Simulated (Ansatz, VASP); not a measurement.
# NbCu4W in two plane-wave programs, part 3 of 3

Aim: how closely do two programs agree when they are given the same cell, functional and k mesh? The cell is invented: As first built, before any earlier steps moved the atoms (in the runner's words): it takes the ZrNbFe4 structure with some of its atoms replaced by other elements, volume scaled by an estimate. It may not be a known or stable phase. The cell is a member of a volume series, scaled by 0.94 from a relaxed one, so a pressure remains.

VASP 6.6.1 and Ansatz 0.2.0.

So far. Step 5 (Ansatz: single point, PBE, volume scaled by 0.96): The run ends at a pressure of 8.99 GPa, with forces up to 0.032 eV/Å. Step 6 (VASP: single point, PBE, volume scaled by 0.96): The run ends at a pressure of 8.10 GPa, with forces up to 0.034 eV/Å.

**8. Ansatz: single point, PBE, volume scaled by 0.98**

Level of this step: Ansatz beside VASP: Kohn-Sham DFT, plane waves, PBE (Ansatz).

With cell and atoms fixed, the geometry can't cause a difference; cores, projectors, grids and the points listed under the comparison can. The cell compared in this pair holds 78.76 Å³, against 77.15 Å³ for the pair before.

The cell is a member of a volume series, scaled by 0.98 from a relaxed one, so a pressure remains.

input.yaml

```yaml
crystal:
  lattice:
    - [0.0, 3.4021884757, 3.4021884757]
    - [3.4021884757, 0.0, 3.4021884757]
    - [3.4021884757, 3.4021884757, 0.0]
  atoms:
    - { symbol: W, position: [0.75, 0.75, 0.75] }
    - { symbol: Nb, position: [0.5, 0.5, 0.5] }
    - { symbol: Cu, position: [0.6251818839, 0.124939372, 0.124939372], spin: 0.6 }
    - { symbol: Cu, position: [0.124939372, 0.6251818839, 0.124939372], spin: 0.6 }
    - { symbol: Cu, position: [0.124939372, 0.124939372, 0.6251818839], spin: 0.6 }
    - { symbol: Cu, position: [0.124939372, 0.124939372, 0.124939372], spin: 0.6 }
hamiltonian:
  xc: pbe
  pseudopotentials: { kind: paw }
magnetization:
  spin_polarized: true
kpoints:
  mp_grid: { grid: [7, 7, 7] }
scf:
  occupations: { method: gaussian, width: 0.1 }
  n_extra_bands: 5
output:
  forces: true
  stress: true
  eigenvalues: true
  write_density: true
  write_potential: true
  elf: true
  volumetric_format: npy
```

The run is started by

```sh
> ansatz run input.yaml --threads 4 --pin off --max-ram 9216MiB --backend cpu --events-out ev --progress --plain --runs-dir out
```

Numbers of over 12 decimals in the logs are rounded to 6 here.

Output:

```text
[...]
Crystal: 6 atoms, lattice volume = 78.760 Å³
Basis set: ecut = 420 eV, 1471 PW (Γ), exchange–correlation on 72×72×72 points (8 copies of the dense FFT grid, shifted against one another)
Bands: 57, of which v1, the nominal top of the filled ones, is band 52 counted from 1 (51 counted from 0)
Symmetry: 24 space group operations
[...]
k-point 1 ↑: bands = [... 48 lower, 17.5455, 17.7007, 17.7007, 18.5331, 18.5331, 19.6979, 21.7279, 21.7279, ... 1 higher]
  k-point 2 ↑: bands = [... 48 lower, 17.6697, 17.9220, 17.9220, 18.5175, 18.5175, 20.2316, 21.5657, 21.5657, ... 1 higher]
  k-point 19 ↓: bands = [... 48 lower, 18.2898, 18.5335, 18.6464, 18.7453, 19.7176, 20.3345, 20.7078, 21.0191, ... 1 higher]
[key lines of the parts left out:]
SCF converged after 20 iterations
Magnetization: -0.0000 μB (51.5000 up, 51.5000 down)
Free energy (F): -41436.572293 eV
Fermi energy:    18.681274 eV
P = ⅓ Tr σ = 4.4853 GPa (44.853 kbar)
```

Wall time 13 s (4 threads of Arm Neoverse V2, shared host); peak memory 0.45 GiB; 48 s of CPU time.

The run ends at a pressure of 4.49 GPa, with forces up to 0.031 eV/Å.

**9. VASP: single point, PBE, volume scaled by 0.98**

The same cell, functional, mesh and smearing now go to VASP, with its own data sets and cutoff.

INCAR

```
SYSTEM = NbCu4W
PREC = Accurate
ENCUT = 400
EDIFF = 1E-06
NELM = 100
ISMEAR = 0
SIGMA = 0.1
LREAL = .FALSE.
ALGO = Normal
GGA = PE
NBANDS = 42
ISPIN = 2
MAGMOM = 0 0 0.6 0.6 0.6 0.6
LMAXMIX = 4
LORBIT = 11
LWAVE = .FALSE.
LCHARG = .FALSE.
KPAR = 2
ISIF = 2
```

POSCAR

```
NbCu4W
1.0
    0.0000000000      3.4021884757      3.4021884757
    3.4021884757      0.0000000000      3.4021884757
    3.4021884757      3.4021884757      0.0000000000
W Nb Cu
1 1 4
Direct
    0.7500000000      0.7500000000      0.7500000000
    0.5000000000      0.5000000000      0.5000000000
    0.6251818839      0.1249393720      0.1249393720
    0.1249393720      0.6251818839      0.1249393720
    0.1249393720      0.1249393720      0.6251818839
    0.1249393720      0.1249393720      0.1249393720
```

KPOINTS

```
Automatic mesh
0
Gamma
7 7 7
0 0 0
```

The projector-augmented-wave data sets are W, Nb_sv and Cu (PBE family, release 54).

The run is started by

```sh
> mpirun -np 2 vasp_std
```

Output:

```text
[... set-up lines as in an earlier step ...]
 entering main loop
       N       E                     dE             d eps       ncg     rms          rms(c)
DAV:   1     0.601633375545E+03    0.60163E+03   -0.23226E+04  3368   0.191E+03
DAV:   2     0.372778967186E+02   -0.56436E+03   -0.53937E+03  3362   0.460E+02
DAV:   3    -0.373252348591E+02   -0.74603E+02   -0.68701E+02  4434   0.195E+02
DAV:   4    -0.439322362940E+02   -0.66070E+01   -0.63868E+01  5616   0.569E+01
[...]
DAV:  15    -0.368274495143E+02    0.24451E-04   -0.13930E-04  5688   0.162E-01    0.110E-02
DAV:  16    -0.368274524420E+02   -0.29278E-05   -0.21499E-05  5332   0.340E-02    0.526E-03
DAV:  17    -0.368274526511E+02   -0.20904E-06   -0.56845E-07  2108   0.872E-03
   1 F= -.36827453E+02 E0= -.36805193E+02  d E =-.445187E-01  mag=     0.0022
```

OUTCAR, selected parts (step 9):

```text
  Total        1.7749898      1.7749898      1.7749898      0.0000000      0.0000000      0.0000000
  in kB       36.1078250     36.1078250     36.1078250      0.0000000      0.0000000      0.0000000
  external PRESSURE =      36.1078250 kB  Pullay stress =       0.0000000 kB

 POSITION                                       TOTAL-FORCE (eV/Angst)
 -----------------------------------------------------------------------------------
      5.10328      5.10328      5.10328        -0.000000     -0.000000     -0.000000
      3.40219      3.40219      3.40219        -0.000000     -0.000000     -0.000000
      0.85013      2.55205      2.55205        -0.018573      0.018573      0.018573
      2.55205      0.85013      2.55205         0.018573     -0.018573      0.018573
      2.55205      2.55205      0.85013         0.018573      0.018573     -0.018573
      0.85013      0.85013      0.85013        -0.018573     -0.018573     -0.018573
 -----------------------------------------------------------------------------------
    total drift:                                0.000000      0.000000     -0.000001

  FREE ENERGIE OF THE ION-ELECTRON SYSTEM (eV)
  ---------------------------------------------------
  free  energy   TOTEN  =       -36.8274526511 eV

  energy  without entropy=      -36.7829339998  energy(sigma->0) =      -36.80519333

 magnetization (x)
# of ion       s       p       d       tot
------------------------------------------
    1        0.000   0.000   0.001   0.001
    2        0.000   0.000   0.001   0.001
    3        0.000   0.000   0.000   0.000
    4        0.000   0.000   0.000   0.000
    5        0.000   0.000   0.000   0.000
    6        0.000   0.000   0.000   0.000
--------------------------------------------------
tot          0.000   0.000   0.002   0.003

[... 1 part as in an earlier step ...]

[... 2 further parts left out ...]
[key lines of the parts left out:]
E-fermi :   8.6596
```

The run ends at a pressure of 3.61 GPa, with forces up to 0.032 eV/Å.

**10. Comparison**

The two programs side by side:

| quantity | Ansatz | VASP | difference |
| --- | --- | --- | --- |
| pressure (GPa) | 4.49 | 3.61 | +0.87 |
| pressure without Ansatz's Pulay correction (GPa) | 4.39 | 3.61 | +0.78 |

Ansatz's pressure holds a Pulay correction of 0.09 GPa; VASP's holds none.

**11. Summary of results**

```json
{
 "difference in pressure (single point, PBE, volume scaled by 0.94)": "0.94 GPa",
 "difference in pressure (single point, PBE, volume scaled by 0.96)": "0.89 GPa",
 "difference in pressure (single point, PBE, volume scaled by 0.98)": "0.87 GPa"
}
```

In words: The difference in pressure is 0.94 GPa (single point, PBE, volume scaled by 0.94), within the 1 GPa picked in this series as the mark of a large difference. How closely two codes agree says nothing of how well the functional describes the real material.

[Lines on the potential files, build, host, timing and source positions are cut from VASP's logs without a mark.]

[Logs are printed without paths, hosts, clocks, repeated set-up lines and the standing remarks that a program may print on its own settings, such as how far it seeks lower states.]

[Hosts, paths, dates, database ids (printed as entryN), source tags and the programs' standing remarks are cut or masked in the printed files.]
